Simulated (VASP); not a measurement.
Input:

```
AlNb
1.0
    2.94456     0.00000     0.00000
   -1.47228     2.55007     0.00000
    0.00000     0.00000     9.25662
Nb Al
2 2
Cartesian
  0.00000   0.00000   0.00000
  0.00000   0.00000   4.62831
  0.00000   1.70004   2.31415
  1.47228   0.85002   6.94246
```

Method: PBE GGA, VASP's PBE PAW potentials (set 64) (plane waves; VASP). Run with 400 eV cut-off, 13×13×4 Γ-centred mesh, tetrahedra with Blöchl corrections, potentials Nb_sv Al.

The cores are frozen, which limits the accuracy of field gradients.

### Question
Give the principal components of the electric field gradient (V/Å²) and the asymmetry η at each nucleus.

### Answer

| atom | Vxx | Vyy | Vzz | η |
|---|---|---|---|---|
| Nb1 | -56.0 | -56.0 | 112.0 | 0.00 |
| Nb2 | -56.0 | -56.0 | 112.0 | 0.00 |
| Al3 | 18.8 | 18.8 | -37.6 | 0.00 |
| Al4 | 18.8 | 18.8 | -37.6 | 0.00 |

The structure was generated: NbAl was put into the NiAs type type (P6_3/mmc), which need not be its known phase. It was relaxed first, which changed the volume by -38 %.
